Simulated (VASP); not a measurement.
Runs of VASP 6.6.1 on Cd3F. Symmetry: P4/mmm, No. 123, tetragonal system. The conventional cell has a = 3.443 Å, b = 3.443 Å, c = 8.976 Å, α = 90.00°, β = 90.00°, γ = 90.00°. Cd (site symmetry 4mm) is surrounded by 4 F at 3.23 Å and 8 Cd at 3.40 to 3.44 Å. Cd (site symmetry 4/mmm) has 12 Cd at 3.40 to 3.44 Å as nearest neighbours. F (site symmetry 4/mmm) is surrounded by 8 Cd at 3.23 Å and 4 F at 3.44 Å. The cell was built by a generator and needn't be a form met in nature.

```tsv
task	level	cell	k mesh	cutoff (eV)	smearing	grid for exact exchange (PRECFOCK)	screening parameter	mesh quality	gap on the mesh (eV)	pressure (GPa)	largest force (eV/Å)
atomic charges	HSE06	atoms moved at random, drawn with an rms of 0.05 Å	5 × 5 × 2	520	gaussian 0.05 eV	Fast	0.2 1/A	coarse	none	-7.3	0.51
relaxation of cell and atoms	PBE	relaxed	8 × 8 × 3	600	gaussian 0.05 eV	-	-	not flagged	none	0.0	-
relaxation of the atoms	PBEsol	atoms relaxed	8 × 8 × 3	520	gaussian 0.05 eV	-	-	not flagged	none	-6.7	-
single point	PBE	as given	8 × 8 × 3	520	fermi-dirac 0.05 eV	-	-	not flagged	none	-6.2	(a)
```

Alike in all rows: potentials or basis VASP PAW PBE potentials, release 64 (Cd, F); no spin polarisation.

**Question.** Estimate the missing entries.

**Answer.** (a) 0.49.

Caveats: some runs use coarse meshes; an odd number of electrons without spin polarisation forces a metal; a magnetic or distorted state may lie lower; the PAW data sets were made with another functional, which shifts forces and pressure a little (some runs).

A k mesh can miss the band edges, and the runs leave out spin-orbit coupling on Cd.

A gap of «none» marks a metal or a gap under the smearing width.
